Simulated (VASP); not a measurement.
The system is Sn3P2.

```xyz
10
Lattice="4.0067 2.9915 17.2410 -2.1164 1.5508 8.6397 -0.0088 -2.0098 8.4888" Properties=species:S:1:pos:R:3 pbc="T T T"
Sn    0.0557    0.1665    5.5276
Sn    2.0506    1.7326   14.1745
Sn   -0.1595    0.8566   20.1995
Sn    1.9160    2.2365   28.8745
Sn   -0.0683    2.9892   17.3648
Sn    1.8627    4.4848   25.8256
P    -0.0920    0.6603   15.4655
P     1.8755    2.1264   24.0626
P    -0.0582    0.4064   10.2323
P     2.0121    1.9376   18.8376
```

The cell was built by a generator and needn't be a form met in nature.

| Quantity | Value |
| --- | --- |
| Program | VASP 6.6.1 |
| Task | relaxation of cell and atoms |
| Functional | PBE |
| Potentials or basis | VASP PAW PBE potentials, release 64 (Sn_d, P) |
| Cutoff | 520 eV |
| k mesh | 2 × 4 × 4 |
| Occupations | gaussian, width 0.15 eV |
| Spin | no spin polarisation |

At the start: pressure -0.7 GPa; volume 24.94 Å³/atom.

Task: How do energy, volume and symmetry change on relaxing?

Result: Over 17 steps the energy falls by 38.3 meV/atom and the volume is 24.42 Å³/atom (-2.1 %); space group R-3m (No. 166, to 0.05 Å).

The path:
| step | energy change (eV) | largest force (eV/Å) | pressure (GPa) | volume (Å³) |
| --- | --- | --- | --- | --- |
| 1 | 0.0000 | 0.6303 | -0.75 | 249.41 |
| 2 | -0.2808 | 0.3502 | 0.02 | 245.03 |
| 3 | -0.2925 | 0.3270 | 0.38 | 243.71 |
| 4 | -0.2931 | 0.3336 | 0.23 | 243.92 |
| 5 | -0.3419 | 0.2013 | 0.04 | 244.65 |
| 6 | -0.3649 | 0.1501 | -0.22 | 245.43 |
| 7 | -0.3655 | 0.1401 | -0.26 | 245.55 |
| 8 | -0.3726 | 0.1201 | 0.09 | 243.80 |
| 9 | -0.3725 | 0.1149 | 0.22 | 243.67 |
| 10 | -0.3726 | 0.1272 | 0.16 | 243.76 |
| 11 | -0.3768 | 0.0730 | -0.02 | 244.09 |
| 12 | -0.3778 | 0.0703 | 0.19 | 244.23 |
| 13 | -0.3788 | 0.0707 | -0.11 | 244.50 |
| 14 | -0.3810 | 0.0412 | 0.09 | 243.76 |
| 15 | -0.3810 | 0.0481 | 0.07 | 243.86 |
| 16 | -0.3826 | 0.0315 | -0.01 | 244.07 |
| 17 | -0.3830 | 0.0270 | 0.07 | 244.18 |

Final structure:
```
Sn P
1.0
     4.07743    2.37383   16.87864
    -2.04820    1.18383    8.43990
    -0.00632   -2.35451    8.43750
Sn P
6 4
Direct
  0.10942 0.20807 0.21641
  0.60729 0.21192 0.21491
  0.39103 0.78531 0.78817
  0.89309 0.77910 0.79183
  0.50120 0.99036 0.00682
  0.99836 0.99836 0.00342
  0.30197 0.59512 0.60327
  0.80041 0.59801 0.60171
  0.19875 0.39859 0.40109
  0.70005 0.39474 0.40392
```

Caveat: the k mesh is coarse (spacing up to 0.45 Å⁻¹), so the values aren't converged.
